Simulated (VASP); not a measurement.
Data:

```xyz
2
Lattice="0.0000 2.8450 2.8450 2.8450 0.0000 2.8450 2.8450 2.8450 0.0000" Properties=species:S:1:pos:R:3 pbc="T T T"
Ca     0.0000     0.0000     0.0000
S      2.8450     2.8450     2.8450
```

Method: LDA (Ceperley-Alder, Perdew-Zunger), VASP's LDA PAW potentials (set 64) (plane waves; VASP). Settings: 300 eV cut-off, 8×8×8 Γ-centred mesh, Fermi-Dirac smearing of 0.050 eV, potentials Ca_sv S.

**Question.** Give the energies of bands 6 to 11 at the high-symmetry points, in eV from the valence-band maximum.

**Answer.** 
```json
[
 {"band": "6", "Γ": "0.00", "X": "-2.32", "U": "-2.09", "L": "-3.19", "W": "-1.83"},
 {"band": "7", "Γ": "0.00", "X": "-0.82", "U": "-1.93", "L": "-1.20", "W": "-1.83"},
 {"band": "8", "Γ": "0.00", "X": "-0.82", "U": "-1.05", "L": "-1.20", "W": "-1.60"},
 {"band": "9", "Γ": "3.90", "X": "2.14", "U": "3.48", "L": "5.03", "W": "4.65"},
 {"band": "10", "Γ": "3.96", "X": "5.47", "U": "6.14", "L": "5.89", "W": "4.65"},
 {"band": "11", "Γ": "3.96", "X": "5.79", "U": "6.27", "L": "6.02", "W": "5.84"}
]
```

The gap is indirect, 2.14 eV, from the valence maximum at Γ to the conduction minimum at X.

The structure is a typed CaS crystal (Fm-3m). The cell was not relaxed at this level.
